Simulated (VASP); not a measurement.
# Zn2C (antifluorite), PBEsol relaxation of cell and atoms: VASP's output and Ansatz's

POSCAR

```
C  Zn
 1.0000000000000000
     0.0000000000000000    2.6042746626909450    2.6042746626909450
     2.6042746626909450    0.0000000000000000    2.6042746626909450
     2.6042746626909450    2.6042746626909450   -0.0000000000000000
 C   Zn
   1   2
Cartesian
 -0.0000000000000000 -0.0000000000000000 -0.0000000000000000
  1.3021373313454725  1.3021373313454725  1.3021373313454725
  3.9064119940364175  3.9064119940364175  3.9064119940364175
```

VASP ran with the recommended PBE PAW datasets (28 valence electrons in the cell).

From OUTCAR

```
k-points           NKPTS =     29   k-points in BZ     NKDIM =     29   number of bands    NBANDS=     21

   NELECT =      28.0000    total number of electrons

   dimension x,y,z NGX =    30 NGY =   30 NGZ =   30
   dimension x,y,z NGXF=    60 NGYF=   60 NGZF=   60

  energy-cutoff  :      600.00
  volume of cell :       33.87
      direct lattice vectors                 reciprocal lattice vectors
     0.000000000  2.568040589  2.568040589    -0.194700972  0.194700972  0.194700972
     2.568040589  0.000000000  2.568040589     0.194700972 -0.194700972  0.194700972
     2.568040589  2.568040589  0.000000000     0.194700972  0.194700972 -0.194700972

 k-points in reciprocal lattice and weights: KPOINTS created by Atomic Simulation Env
   0.00000000  0.00000000  0.00000000       0.002
   0.12500000  0.00000000  0.00000000       0.016
   0.25000000  0.00000000  0.00000000       0.016
   0.37500000  0.00000000  0.00000000       0.016
   0.50000000  0.00000000  0.00000000       0.008
   0.12500000  0.12500000  0.00000000       0.012
   0.25000000  0.12500000  0.00000000       0.047
   0.37500000  0.12500000  0.00000000       0.047
   ...

 E-fermi :   4.6822

 k-point     1 :       0.0000    0.0000    0.0000
  band No.  band energies     occupation
      1      -9.5602      2.00000
      2      -4.1409      2.00000
      3      -4.1409      2.00000
      4      -4.1409      2.00000
      5      -3.9224      2.00000
      6      -3.9224      2.00000
      7      -2.5462      2.00000
      8      -2.5462      2.00000
      9      -2.5462      2.00000
     10      -2.1758      2.00000
     11      -2.1758      2.00000
     12       4.6218      1.90695
     13       4.6669      1.36437
     14       4.6669      1.36436
     15       4.6669      1.36436
     16       8.7844      0.00000
     17       8.7845      0.00000
     18       8.7845      0.00000
     19      14.2325      0.00000
     20      15.7098      0.00000
     21      15.7098      0.00000

 k-point     2 :       0.1250    0.0000    0.0000
  band No.  band energies     occupation
      1      -9.3521      2.00000
      2      -4.1557      2.00000
      3      -4.0900      2.00000
      4      -4.0900      2.00000
      5      -3.8608      2.00000
      6      -3.8608      2.00000
      7      -2.5966      2.00000
      8      -2.5813      2.00000
      9      -2.5813      2.00000
     10      -2.2609      2.00000
     11      -2.2609      2.00000
     12       2.9359      2.00000
     13       4.4072      2.00000
     14       4.4072      2.00000
     15       5.5771      0.00000
     16       8.6849      0.00000
     17       9.2215      0.00000
     18       9.2215      0.00000
     19      14.6659      0.00000
     20      14.7757      0.00000
     21      14.7757      0.00000

 k-point     3 :       0.2500    0.0000    0.0000
  band No.  band energies     occupation
      1      -8.7749      2.00000
      2      -4.1645      2.00000
      3      -3.9492      2.00000
      4      -3.9492      2.00000
      5      -3.6842      2.00000
      6      -3.6842      2.00000
      7      -2.7177      2.00000
      8      -2.6879      2.00000
      9      -2.6879      2.00000
     10      -2.4909      2.00000
     11      -2.4909      2.00000
     12       0.7672      2.00000
     13       3.9453      2.00000
     14       3.9453      2.00000
     15       5.7337      0.00000
     16       9.2505      0.00000
     17       9.8514      0.00000
     18       9.8514      0.00000
     19      13.8701      0.00000
     20      14.3342      0.00000
     21      14.3342      0.00000

 k-point     4 :       0.3750    0.0000    0.0000
  band No.  band energies     occupation
      1      -8.0303      2.00000
      2      -4.0842      2.00000
      3      -3.7537      2.00000
      4      -3.7537      2.00000
      5      -3.4291      2.00000
      6      -3.4291      2.00000
      7      -2.8580      2.00000
      8      -2.8580      2.00000
      9      -2.8099      2.00000
     10      -2.7909      2.00000
     11      -2.7909      2.00000
     12      -1.2547      2.00000
     13       3.6118      2.00000
     14       3.6118      2.00000
     15       5.6150      0.00000
     16       9.8715      0.00000
     17       9.8715      0.00000
     18      10.1629      0.00000
     19      13.5581      0.00000
     20      15.4204      0.00000
     21      15.4204      0.00000

 ...

  Total        0.0041237      0.0041237      0.0041237      0.0000000      0.0000000     -0.0000000
  in kB        0.1950594      0.1950594      0.1950594      0.0000000      0.0000000     -0.0000000
  external PRESSURE =       0.1950594 kB  Pullay stress =       0.0000000 kB

 POSITION                                       TOTAL-FORCE (eV/Angst)
 -----------------------------------------------------------------------------------
      0.00000      0.00000      0.00000        -0.000000      0.000000     -0.000000
      1.28402      1.28402      1.28402         0.000000      0.000000      0.000000
      3.85206      3.85206      3.85206        -0.000000     -0.000000     -0.000000
 -----------------------------------------------------------------------------------
    total drift:                               -0.000000      0.000000      0.000000

  FREE ENERGIE OF THE ION-ELECTRON SYSTEM (eV)
  ---------------------------------------------------
  free  energy   TOTEN  =       -10.7734157988 eV

  energy  without entropy=      -10.7732545435  energy(sigma->0) =      -10.77333517
```

The two codes use different PAW datasets and cutoffs. VASP's cell holds 28 valence electrons and Ansatz's 28.

**Question.** What does Ansatz give for the same cell and level of theory?

**Answer.** relaxed cell vector lengths 3.627, 3.627, 3.627 Å; relaxed cell volume 33.75 Å³.

Ansatz printed

```
basis re-selected at this cell: Δ(F+E_penalty+E_count) = +2.532e-3 eV, ΔP = -0.023 GPa vs the last step (what re-selecting the basis moved, of the pressure what is left beyond the Pulay correction that the steps carried, after the strain that the cell walked since its last selection, with what the two solves' SCF thresholds leave and, on support functions, any second-order correction that the steps lacked; it is no measure of the basis error at this ecutwfc). This SCF's stress stands 2.12e-2 GPa from its target on what of the cell is left free (relax.cell.stress_tol is 5.00e-2 GPa) and its largest allowed force component is 4.99e-17 eV/Å (relax.f_tol is 5.00e-3 eV/Å): within both
SCF converged after 6 iterations
Free energy (F): -6806.473500 eV
Harris-Foulkes:  -6806.473500 eV  (|F-HF|=0.00e0)
Internal energy: -6806.473343 eV  (E = F + TS)
E sigma→0 (E₀):  -6806.473421 eV
Entropy (-TS):   -0.000157 eV (-0.052 meV/atom)
Fermi energy:    12.448741 eV
--- Per-component energies (eV) ---
  E_band       = 144.178034
  E_kinetic    = 349.761077
  E_local      = -3110.787341  (includes V_loc(G=0)·N_el)
  E_nonlocal   = 1254.919317
  E_hartree    = 1304.911331
  E_xc         = -320.303455
  E_vxc        = -166.062762  (∫ρ·V_xc dr)
  E_paw        = -3673.818001  (= ΣΔE_a)
  E_vpaw       = -793.474324  (= ΣTr[D̂ρ^β])
  E_aug_tail   = -0.000594  (compensation charges beyond the density's cutoff)
  E_ewald      = -2612.771489
  E_core_change = 1.615810  (= ΣΔE_core)
  E_smearing   = -0.000157  (= −TS)
  E_closure    = -0.000000  (closes the sum)
  Σ components = -6806.473500   (vs F -6806.473500, Δ=0.00e0)
--- Forces (eV/Å), atoms counted from 1 ---
  atom   1  C     -0.00000000    -0.00000000    -0.00000000
  atom   2  Zn     0.00000000     0.00000000     0.00000000
  atom   3  Zn     0.00000000     0.00000000    -0.00000000
  max |Σ_I F_I| component: 5.55e-17 eV/Å
--- Stress (GPa, compression-positive) ---
       -0.021179       0.000000       0.000000
        0.000000      -0.021179      -0.000000
        0.000000       0.000000      -0.021179
  P = ⅓ Tr σ = -0.0212 GPa (-0.212 kbar)
--- Relaxed structure (4 steps of the walk, 4 accepted, 1 SCFs on fresh bases) ---
  F+E_penalty+E_count = -6806.47349975 eV   max|allowed force component| = 4.992e-17 eV/Å   (the final SCF, on the basis selected at the relaxed cell)
  cell:  # Å, volume = 33.7496 Å³
    - [4.15591280699874e-34, 2.564954985348705, 2.564954985348705]
    - [2.564954985348705, 7.722673244689104e-34, 2.564954985348705]
    - [2.564954985348705, 2.564954985348705, 9.171669659212063e-34]
  atoms:
    - { symbol: C, position: [-4.873684598571888e-34, 6.701958273062501e-34, 2.480494901064512e-34] }
    - { symbol: Zn, position: [0.24999999999999997, 0.24999999999999997, 0.24999999999999997] }
    - { symbol: Zn, position: [0.75, 0.75, 0.75] }
```
